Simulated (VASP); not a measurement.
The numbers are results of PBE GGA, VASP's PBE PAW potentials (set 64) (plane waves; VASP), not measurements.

The input files of a VASP run:

### KPOINTS
```
Automatic mesh
0
Gamma
6 6 4
0 0 0
```

### INCAR
```
# general
SYSTEM  = PbO
PREC    = Accurate
ENCUT   = 600   # plane-wave cut-off (eV)
LREAL   = .False.
LASPH   = .True.   # aspherical one-centre terms

# electronic loop
EDIFF   = 1E-7   # SCF stop (eV)
NELM    = 100   # most electronic steps
ALGO    = Normal
LMAXMIX = 4

# smearing
ISMEAR  = 0   # Gaussian
SIGMA   = 0.05

# functional
GGA     = PE   # PBE

# ions
ISIF    = 2

# output
LWAVE   = .False.
LCHARG  = .False.
```

File POSCAR:
```
PbO
4.0566560
  1.0000000164   0.0000000000   0.0000000000
  0.0000000000   1.0000000164   0.0000000000
  0.0000000000   0.0000000000   1.3238232852
Pb O
2 2
Cartesian
  0.5000000082   0.0000000000   1.0345321062
  1.0000000164   0.5000000082   0.2892911790
  0.5000000082   0.5000000082   0.0000000000
  0.0000000000   0.0000000000   0.0000000000
```

POTCAR, in this order: Pb_d O (PBE.64 set). Program: vasp_std.

The resulting files:

File OUTCAR:
```
 ion  position               nearest neighbor table
   1  0.500  0.000  0.781-   3 2.34   4 2.34   3 2.34   4 2.34   2 3.71   2 3.71   2 3.71   2 3.71
  LATTYP: Found a simple tetragonal cell.
 ALAT       =     4.0566560665
 C/A-ratio  =     1.3238232635
 Subroutine PRICEL returns:
 Original cell was already a primitive cell.
 Subroutine GETGRP returns: Found 16 space group operations
The static configuration has the point symmetry D_2d.
 The point group associated with its full space group is D_4h.
The dynamic configuration has the point symmetry D_2d.
 Subroutine INISYM returns: Found 16 space group operations
 Subroutine IBZKPT returns following result:
 Found     30 irreducible k-points:

 Following reciprocal coordinates:
            Coordinates               Weight
  0.000000  0.000000  0.000000      1.000000
  0.166667  0.000000  0.000000      4.000000
  0.333333  0.000000  0.000000      4.000000
  0.500000  0.000000  0.000000      2.000000
  0.166667  0.166667  0.000000      4.000000
  0.333333  0.166667  0.000000      8.000000
  0.500000  0.166667  0.000000      4.000000
  0.333333  0.333333  0.000000      4.000000
  0.500000  0.333333  0.000000      4.000000
  0.500000  0.500000  0.000000      1.000000
  0.000000  0.000000  0.250000      2.000000
  0.166667  0.000000  0.250000      8.000000
  0.333333  0.000000  0.250000      8.000000
  0.500000  0.000000  0.250000      4.000000
  0.166667  0.166667  0.250000      8.000000
  0.333333  0.166667  0.250000     16.000000
  0.500000  0.166667  0.250000      8.000000
  0.333333  0.333333  0.250000      8.000000
  0.500000  0.333333  0.250000      8.000000
  0.500000  0.500000  0.250000      2.000000
  0.000000  0.000000  0.500000      1.000000
  0.166667  0.000000  0.500000      4.000000
  0.333333  0.000000  0.500000      4.000000
...
```

File OSZICAR:
```
       N       E                     dE             d eps       ncg     rms          rms(c)
DAV:   1     0.468443980945E+03    0.46844E+03   -0.21673E+04  1440   0.212E+03
DAV:   2     0.386170682990E+02   -0.42983E+03   -0.42299E+03  1536   0.510E+02
DAV:   3    -0.239311557962E+02   -0.62548E+02   -0.60486E+02  1928   0.198E+02
DAV:   4    -0.263049741927E+02   -0.23738E+01   -0.23724E+01  1680   0.435E+01
DAV:   5    -0.263784068799E+02   -0.73433E-01   -0.73423E-01  1992   0.735E+00    0.125E+01
DAV:   6    -0.217387421270E+02    0.46397E+01   -0.38528E+01  2328   0.458E+01    0.566E+00
DAV:   7    -0.215407500723E+02    0.19799E+00   -0.35601E+00  1840   0.143E+01    0.263E+00
DAV:   8    -0.215540711227E+02   -0.13321E-01   -0.10471E+00  2048   0.745E+00    0.151E+00
DAV:   9    -0.215101127520E+02    0.43958E-01   -0.26521E-01  2216   0.429E+00    0.296E-01
DAV:  10    -0.215133255042E+02   -0.32128E-02   -0.23623E-02  1800   0.991E-01    0.105E-01
DAV:  11    -0.215132919852E+02    0.33519E-04   -0.53346E-03  2376   0.578E-01    0.927E-02
DAV:  12    -0.215132183011E+02    0.73684E-04   -0.44057E-04  1960   0.227E-01    0.626E-02
DAV:  13    -0.215131851917E+02    0.33109E-04   -0.47466E-04  2368   0.186E-01    0.145E-02
DAV:  14    -0.215131817376E+02    0.34541E-05   -0.76111E-05  2176   0.804E-02    0.417E-03
DAV:  15    -0.215131816681E+02    0.69471E-07   -0.67434E-06  1984   0.282E-02    0.178E-03
DAV:  16    -0.215131823792E+02   -0.71109E-06   -0.95307E-07  1912   0.101E-02    0.130E-03
DAV:  17    -0.215131823318E+02    0.47395E-07   -0.15222E-07  1024   0.446E-03
   1 F= -.21513182E+02 E0= -.21513182E+02  d E =-.101004E-11
```

### OUTCAR
```
------------------------ aborting loop because EDIFF is reached ----------------------------------------
  FORCE on cell =-STRESS in cart. coord.  units (eV):
  Direction    XX          YY          ZZ          XY          YZ          ZX
  --------------------------------------------------------------------------------------
  Total        0.4625019      0.4625019      0.6724887      0.0000000     -0.0000000      0.0000000
  in kB        8.3847384      8.3847384     12.1916078      0.0000000     -0.0000000      0.0000000
  external PRESSURE =       9.6536949 kB  Pullay stress =       0.0000000 kB
  volume of cell :       88.38
      direct lattice vectors                 reciprocal lattice vectors
     4.056656067  0.000000000  0.000000000     0.246508450  0.000000000  0.000000000
     0.000000000  4.056656067  0.000000000     0.000000000  0.246508450  0.000000000
     0.000000000  0.000000000  5.370295673     0.000000000  0.000000000  0.186209487
 POSITION                                       TOTAL-FORCE (eV/Angst)
 -----------------------------------------------------------------------------------
      2.02833      0.00000      4.19674        -0.000000      0.000000     -0.235759
      0.00000      2.02833      1.17355         0.000000     -0.000000      0.235759
      2.02833      2.02833      0.00000         0.000000     -0.000000      0.000000
      0.00000      0.00000      0.00000         0.000000      0.000000      0.000000
 -----------------------------------------------------------------------------------
    total drift:                                0.000000     -0.000000     -0.000000
  FREE ENERGIE OF THE ION-ELECTRON SYSTEM (eV)
  ---------------------------------------------------
  free  energy   TOTEN  =       -21.5131823318 eV

  energy  without entropy=      -21.5131823318  energy(sigma->0) =      -21.51318233
```
(Selected blocks of OUTCAR.)

Without a dispersion term in the relaxation, distances and binding between the weakly bound layers, chains or molecules are unreliable, and so is what depends on them.

The compound is PbO in the litharge structure. This cell was strained or had an atom moved on purpose.
